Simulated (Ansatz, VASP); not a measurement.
## In2Ru: VASP beside Ansatz

```
In Ru
1.0
     0.00000    3.95667    3.95667
     3.95667    0.00000    3.95667
     3.95667    3.95667    0.00000
In Ru
4 2
Direct
  0.62500 0.62500 0.62500
  0.12500 0.62500 0.62500
  0.62500 0.62500 0.12500
  0.62500 0.12500 0.62500
  0.00000 0.00000 0.00000
  0.25000 0.25000 0.25000
```

Alike in both runs: task single point; functional r2SCAN; k mesh 4 × 4 × 4; occupations gaussian, width 0.1 eV; no spin polarisation.

```csv
,VASP,Ansatz
version,VASP 6.6.1,Ansatz 0.2.0
potentials or method,"VASP PAW PBE potentials, release 64 (In_d, Ru_pv)","scalar-relativistic, plane waves, PAW"
plane-wave cutoff (eV),520,500
valence electrons in the cell,80,84
```

```csv
,VASP,Ansatz,Ansatz less VASP
gap on the k mesh at the Fermi level (eV),none,none,-
pressure (GPa),-4.9,-5.2,-0.23
```

A gap of «none» marks a metal or a gap that the smearing closes. The functional is the same, so the differences come from potentials, cutoffs and numerics. The two sets of potentials don't hold the same shells in valence.

Caveats: the PAW data sets were made with another functional, which shifts forces and pressure a little (VASP).
